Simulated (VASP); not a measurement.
# CsLiCr2Te2S3 (R32) in VASP: reference runs

Aim: a first look at CsLiCr2Te2S3 with PBE, on the cell as given and on a disturbed one, then over a range of volumes.

Everything below comes from runs of VASP 6.6.1. Logs are shortened: lines on timing, memory, paths and dates and some standing lists are left out, and cuts for length are marked.

## 1. The crystal as given

Symmetry: R32, No. 155, trigonal system. The conventional cell has a = 6.639 Å, b = 6.639 Å, c = 20.639 Å, α = 90.00°, β = 90.00°, γ = 120.00°. Cs (site symmetry 32) is surrounded by 6 Te at 3.84 Å and 6 S at 4.04 Å and 2 Cr at 4.16 Å. Li (site symmetry 32) is surrounded by 3 S at 2.41 Å. Cr (site symmetry 3) has 3 S at 2.24 Å and 1 Te at 2.45 Å as nearest neighbours. Te (site symmetry 3) is surrounded by 1 Cr at 2.45 Å. S (site symmetry 2) is surrounded by 2 Cr at 2.24 Å and 1 Li at 2.41 Å.

The cell was built by a generator and needn't be a form met in nature.

## 2. Single point, PBE, collinear spin, ferromagnetic start

INCAR

```
SYSTEM = CsLiCr2Te2S3
PREC = Accurate
ENCUT = 520
EDIFF = 1E-7
ISMEAR = -1
SIGMA = 0.05
LREAL = .False.
LASPH = .True.
NELM = 120
ALGO = Normal
ISIF = 2
LWAVE = .False.
LCHARG = .False.
ISPIN = 2
MAGMOM = 0 0 3 3 0 0 0 0 0
LORBIT = 11
LMAXMIX = 4
GGA = PE
NBANDS = 47
KPAR = 4
```

KPOINTS

```
Automatic mesh
0
Gamma
  5 5 5
  0 0 0
```

POSCAR

```
CsLiCr2Te2S3
1.0
    3.3192900000      1.9163900000      6.8798200000
   -3.3192900000      1.9163900000      6.8798200000
    0.0000000000     -3.8327900000      6.8798200000
Cs Li Cr Te S
1 1 2 2 3
Direct
    0.0000000000      0.0000000000      0.0000000000
    0.5000000000      0.5000000000      0.5000000000
    0.7984800000      0.7984800000      0.7984800000
    0.2015200000      0.2015200000      0.2015200000
    0.6799000000      0.6799000000      0.6799000000
    0.3201000000      0.3201000000      0.3201000000
    0.1362600000      0.8637400000      0.5000000000
    0.5000000000      0.1362600000      0.8637400000
    0.8637400000      0.5000000000      0.1362600000
```

Potentials or basis: VASP PAW PBE potentials, release 64 (Cs_sv, Li_sv, Cr_pv, Te, S).

On the command line:

```console
$ cat potpaw_PBE.64/Cs_sv/POTCAR potpaw_PBE.64/Li_sv/POTCAR potpaw_PBE.64/Cr_pv/POTCAR potpaw_PBE.64/Te/POTCAR potpaw_PBE.64/S/POTCAR > POTCAR
$ mpirun -np 4 vasp_std > vasp.out
```

OUTCAR:

```text
SYSTEM = CsLiCr2Te2S3
   PREC = Accurate
   ENCUT = 520
   EDIFF = 1E-7
   ISMEAR = -1
   LREAL = .False.
   LASPH = .True.
   NELM = 120
   ISIF = 2
   ISPIN = 2
   LORBIT = 11
   GGA = PE

 ion  position               nearest neighbor table
   1  0.000  0.000  0.000-
   2  0.500  0.500  0.500-   7 2.41   8 2.41   9 2.41
   3  0.798  0.798  0.798-   7 2.24   8 2.24   9 2.24   5 2.45
   4  0.202  0.202  0.202-   7 2.24   9 2.24   8 2.24   6 2.45
   5  0.680  0.680  0.680-   3 2.45
   6  0.320  0.320  0.320-   4 2.45
   7  0.136  0.864  0.500-   3 2.24   4 2.24   2 2.41
   8  0.500  0.136  0.864-   3 2.24   4 2.24   2 2.41
   9  0.864  0.500  0.136-   4 2.24   3 2.24   2 2.41

  LATTYP: Found a trigonal (rhomboedric) cell.
 ALAT       =     7.8754149077
 COS(alpha) =     0.6447177554

  Lattice vectors:

 A1 = (   3.3192900000,   1.9163900000,   6.8798200000)
 A2 = (  -3.3192900000,   1.9163900000,   6.8798200000)
 A3 = (   0.0000000000,  -3.8327900000,   6.8798200000)

Analysis of symmetry for initial positions (statically):
=====================================================================
 Subroutine PRICEL returns:
 Original cell was already a primitive cell.

 Routine SETGRP: Setting up the symmetry group for a
 trigonal (rhombohedral) supercell.

 Subroutine GETGRP returns: Found  6 space group operations
 (whereof  6 operations were pure point group operations)
 out of a pool of 12 trial point group operations.

The static configuration has the point symmetry D_3 .

Analysis of symmetry for dynamics (positions and initial velocities):
=====================================================================
 Subroutine PRICEL returns:
 Original cell was already a primitive cell.

 Routine SETGRP: Setting up the symmetry group for a
 trigonal (rhombohedral) supercell.

 Subroutine GETGRP returns: Found  6 space group operations
 (whereof  6 operations were pure point group operations)
 out of a pool of 12 trial point group operations.

The dynamic configuration has the point symmetry D_3 .

Analysis of structural, dynamic, and magnetic symmetry:
=====================================================================
 Subroutine PRICEL returns:
 Original cell was already a primitive cell.

 Routine SETGRP: Setting up the symmetry group for a
 trigonal (rhombohedral) supercell.

 Subroutine GETGRP returns: Found  6 space group operations
 (whereof  6 operations were pure point group operations)
 out of a pool of 12 trial point group operations.

The overall configuration has the point symmetry D_3 .

 Subroutine INISYM returns: Found  6 space group operations
 (whereof  6 operations are pure point group operations),
 and found     1 'primitive' translations

----------------------------------------------------------------------------------------

                                     Primitive cell

  volume of cell :     262.5779

  direct lattice vectors                    reciprocal lattice vectors
     3.319290000  1.916390000  6.879820000     0.150634624  0.086968924  0.048450922
    -3.319290000  1.916390000  6.879820000    -0.150634624  0.086968924  0.048450922
     0.000000000 -3.832790000  6.879820000     0.000000000 -0.173937849  0.048450796

  length of vectors
     7.875414908  7.875414908  7.875417603     0.180559894  0.180559894  0.180559837

  position of ions in fractional coordinates (direct lattice)
     0.000000000  0.000000000  0.000000000
     0.500000000  0.500000000  0.500000000
     0.798480000  0.798480000  0.798480000
     0.201520000  0.201520000  0.201520000
     0.679900000  0.679900000  0.679900000
     0.320100000  0.320100000  0.320100000
     0.136260000  0.863740000  0.500000000
     0.500000000  0.136260000  0.863740000
     0.863740000  0.500000000  0.136260000

  ion indices of the primitive-cell ions
   primitive index   ion index
                 1           1
                 2           2
                 3           3
                 4           4
                 5           5
                 6           6
                 7           7
                 8           8
                 9           9

----------------------------------------------------------------------------------------

 KPOINTS: Automatic mesh

Automatic generation of k-mesh.
 Grid dimensions read from file:
 generate k-points for:    5    5    5

 Generating k-lattice:

  Cartesian coordinates                     Fractional coordinates (reciprocal lattice)
     0.030126925  0.017393785  0.009690184     0.200000000  0.000000000  0.000000000
    -0.030126925  0.017393785  0.009690184     0.000000000  0.200000000  0.000000000
     0.000000000 -0.034787570  0.009690159     0.000000000  0.000000000  0.200000000

  Length of vectors
     0.036111979  0.036111979  0.036111967

  Shift w.r.t. Gamma in fractional coordinates (k-lattice)
     0.000000000  0.000000000  0.000000000

 Subroutine IBZKPT returns following result:
 ===========================================

 Found     19 irreducible k-points:

 Following reciprocal coordinates:
            Coordinates               Weight
  0.000000  0.000000  0.000000      1.000000
  0.200000 -0.000000  0.000000      6.000000
  0.400000  0.000000  0.000000      6.000000
  0.200000  0.200000  0.000000      6.000000
  0.400000  0.200000  0.000000     12.000000
 -0.400000  0.200000 -0.000000     12.000000
[... 11 lines left out ...]
  0.400000  0.400000  0.400000      2.000000
 -0.400000  0.400000  0.400000      6.000000
   k-points           NKPTS =     19   k-points in BZ     NKDIM =     19   number of bands    NBANDS=     47
   number of dos      NEDOS =    301   number of ions     NIONS =      9
   total plane-waves  NPLWV = 216000
   dimension x,y,z NGX =    60 NGY =   60 NGZ =   60
   dimension x,y,z NGXF=   120 NGYF=  120 NGZF=  120
   ions per type =               1   1   2   2   3
   NGX,Y,Z   is equivalent  to a cutoff of  12.67, 12.67, 12.67 a.u.
   NGXF,Y,Z  is equivalent  to a cutoff of  25.33, 25.33, 25.33 a.u.
 SYSTEM =  CsLiCr2Te2S3
   PREC   = accura    normal or accurate (medium, high low for compatibility)
   ISTART =      0    job   : 0-new  1-cont  2-samecut
   ICHARG =      2    charge: 1-file 2-atom 10-const
   ISPIN  =      2    spin polarized calculation?
   LNONCOLLINEAR =      F non collinear calculations
   LSORBIT =      F    spin-orbit coupling
   LASPH  =      T    aspherical Exc in radial PAW
   ENCUT  =  520.0 eV  38.22 Ry    6.18 a.u.  14.64 14.64 14.64*2*pi/ulx,y,z
   NELM   =    120;   NELMIN=  2; NELMDL= -5     # of ELM steps
   EDIFF  = 0.1E-06   stopping-criterion for ELM
   LREAL  =      F    real-space projection
   EDIFFG = 0.1E-05   stopping-criterion for IOM
   NSW    =      0    number of steps for IOM
   IBRION =     -1    ionic relax: 0-MD 1-quasi-New 2-CG
   NFREE  =      0    steps in history (QN), initial steepest desc. (CG)
   ISIF   =      2    stress and relaxation
   ISYM   =      2    0-nonsym 1-usesym 2-fastsym
   POTIM  = 0.5000    time-step for ionic-motion
   TEBEG  =    0.0;   TEEND  =   0.0 temperature during run
   PSTRESS=    0.0 pullay stress
   NELECT =      66.0000    total number of electrons
   NUPDOWN=      -1.0000    fix difference up-down
   EMIN   =  10.00;   EMAX   =-10.00  energy-range for DOS
   EFERMI =   0.00;   METHOD = LEGACY
   ISMEAR =    -1;   SIGMA  =   0.05  broadening in eV -4-tet -1-fermi 0-gaus
   EFERMI_NEDOS =   21; number of points for ismear=-14 and -15
   IALGO  =     38    algorithm
   IMIX   =      4    mixing-type and parameters
     AMIX     =   0.40;   BMIX     =  1.00
     AMIX_MAG =   1.60;   BMIX_MAG =  1.00
  volume/ion in A,a.u.               =      29.18       196.88
  Fermi-wavevector in a.u.,A,eV,Ry     =   1.033166  1.952401 14.523292  1.067432
  Thomas-Fermi vector in A             =   2.167399
   LORBIT       =     11    0 simple, 1 ext, 2 COOP (PROOUT), +10 PAW based schemes
   GGA     = PE    functional components
   LHFCALC =     F    Hartree Fock is set to
   AEXX    =    0.0000 exact exchange contribution
   IVDW    =     0    specifies the selected vdW correction
   LEPSILON=     F    determine dielectric tensor
   LRPA    =     F    only Hartree local field effects (RPA)
 spin polarized calculation
  energy-cutoff  :      520.00
  volume of cell :      262.58
 maximum number of plane-waves:      7153
   NGX = 29   NGY = 29   NGZ = 29

 number of electron      66.0000003 magnetization       4.0018225

 Free energy of the ion-electron system (eV)
  ---------------------------------------------------
  ext. energy  EPLUGINS =         0.00000000
  ---------------------------------------------------
  free energy    TOTEN  =       -45.68344321 eV

  energy without entropy =      -45.66356877  energy(sigma->0) =      -45.67350599

 E-fermi :   2.9159     XC(G=0):  -8.3940

 val. band max:        2.8767283286   @ k =   0.2000   0.2000   0.2000
 cond. band min:       2.9179586871   @ k =  -0.2000   0.2000   0.0000
 fundamental gap:      0.0412303585
 Fermi energy:         2.9158942933

 spin component 1

 k-point     1 :       0.0000    0.0000    0.0000
  band No.  band energies     occupation
      1     -43.1387      1.00000
      2     -41.4221      1.00000
      3     -41.4221      1.00000
      4     -41.4195      1.00000
      5     -41.4195      1.00000
      6     -41.3220      1.00000
[... 37 lines left out ...]
     44       7.9079      0.00000
     45       8.0701      0.00000
[... 822 lines left out ...]
      4     -41.4197      1.00000
      5     -41.4194      1.00000
      6     -41.3219      1.00000
[... 37 lines left out ...]
     44       7.9840      0.00000
     45       8.6429      0.00000
 Fermi energy:         2.9158942933

 spin component 2

 k-point     1 :       0.0000    0.0000    0.0000
  band No.  band energies     occupation
      1     -43.1291      1.00000
      2     -39.1999      1.00000
      3     -39.1992      1.00000
      4     -38.9619      1.00000
      5     -38.9619      1.00000
      6     -38.9584      1.00000
[... 37 lines left out ...]
     44       7.9418      0.00000
     45       8.1044      0.00000
[... 822 lines left out ...]
      4     -38.9619      1.00000
      5     -38.9616      1.00000
      6     -38.9587      1.00000
[... 37 lines left out ...]
     44       8.0676      0.00000
     45       8.6662      0.00000
 [bands above 45 left out]

------------------------ aborting loop because EDIFF is reached ----------------------------------------

  FORCE on cell =-STRESS in cart. coord.  units (eV):
  Direction    XX          YY          ZZ          XY          YZ          ZX
  --------------------------------------------------------------------------------------
  -------------------------------------------------------------------------------------
  Total       -0.0031913     -0.0031913     -0.1432792      0.0000000      0.0000001      0.0000000
  in kB       -0.0194722     -0.0194722     -0.8742499      0.0000000      0.0000004      0.0000000
  external PRESSURE =      -0.3043981 kB  Pullay stress =       0.0000000 kB

 VOLUME and BASIS-vectors are now :
 -----------------------------------------------------------------------------
  energy-cutoff  :      520.00
  volume of cell :      262.58
      direct lattice vectors                 reciprocal lattice vectors
     3.319290000  1.916390000  6.879820000     0.150634624  0.086968924  0.048450922
    -3.319290000  1.916390000  6.879820000    -0.150634624  0.086968924  0.048450922
     0.000000000 -3.832790000  6.879820000     0.000000000 -0.173937849  0.048450796

 POSITION                                       TOTAL-FORCE (eV/Angst)
 -----------------------------------------------------------------------------------
      0.00000      0.00000      0.00000         0.000000      0.000000     -0.000000
      0.00000     -0.00001     10.31973         0.000000      0.000000     -0.000000
      0.00000     -0.00001     16.48020         0.000000      0.000000     -0.013639
      0.00000     -0.00000      4.15926         0.000000     -0.000000      0.013639
      0.00000     -0.00001     14.03277         0.000000     -0.000000      0.011686
      0.00000     -0.00000      6.60669         0.000000      0.000000     -0.011686
     -2.41472     -0.00001     10.31973        -0.002803     -0.000000     -0.000000
      1.20736     -2.09121     10.31973         0.001402     -0.002428     -0.000000
      1.20736      2.09120     10.31973         0.001402      0.002428     -0.000000
 -----------------------------------------------------------------------------------
    total drift:                                0.000018      0.000000     -0.000000

  FREE ENERGIE OF THE ION-ELECTRON SYSTEM (eV)
  ---------------------------------------------------
  free  energy   TOTEN  =       -45.6834432132 eV

  energy  without entropy=      -45.6635687669  energy(sigma->0) =      -45.67350599

 total charge

# of ion       s       p       d       tot
------------------------------------------
    1        1.834   4.699   0.037   6.570
    2        2.015   0.044   0.000   2.059
    3        0.342   6.287   4.157  10.786
    4        0.342   6.287   4.157  10.786
    5        1.385   1.988   0.020   3.393
    6        1.385   1.988   0.020   3.393
    7        1.330   2.416   0.000   3.746
    8        1.330   2.416   0.000   3.746
    9        1.330   2.416   0.000   3.746
--------------------------------------------------
tot         11.295  28.541   8.390  48.226

 magnetization (x)

# of ion       s       p       d       tot
------------------------------------------
    1       -0.000  -0.006  -0.002  -0.008
    2        0.002   0.002   0.000   0.004
    3        0.032   0.027   2.263   2.321
    4        0.032   0.027   2.263   2.321
    5       -0.006  -0.226   0.003  -0.229
    6       -0.006  -0.226   0.003  -0.229
    7       -0.004  -0.080   0.000  -0.084
    8       -0.004  -0.080   0.000  -0.084
    9       -0.004  -0.080   0.000  -0.084
--------------------------------------------------
tot          0.041  -0.644   4.530   3.928
```

It took 2.9 min on 4 MPI ranks of Intel Xeon 6975P-C (Granite Rapids), shared host; peak memory 0.94 GiB.

Results:

```yaml
Free_energy: -45.6834 eV
Largest_force: 0.014 eV/Å
Band_gap_on_the_k_mesh: none (metal or under the smearing width)
Net_moment: 4.00 μB per cell
Site_moments: Cs -0.01; Li +0.00; Cr +2.32; Te -0.23; S -0.08 μB
Valence_electrons_inside_the_program's_atomic_spheres: Cs 6.57; Li 2.06; Cr 10.79; Te 3.39; S 3.75
```

Forces in eV/Å, atoms in the order of the input:
```
Cs   0.000  0.000  0.000
Li   0.000  0.000  0.000
Cr   0.000  0.000 -0.014
Cr   0.000  0.000  0.014
Te   0.000  0.000  0.012
Te   0.000  0.000 -0.012
S   -0.003  0.000  0.000
S    0.001 -0.002  0.000
S    0.001  0.002  0.000
```

Caveat: the cutoff is under 1.25 times the usual one of these potentials, so pressure, stress and relaxed cells hold a basis-set (Pulay) error; only a ferromagnetic start was run, and an antiferromagnetic order may lie lower in energy. The run has no spin-orbit coupling, so splittings on Cs, Te are missing.

(Part 1 of 3 ends here.)
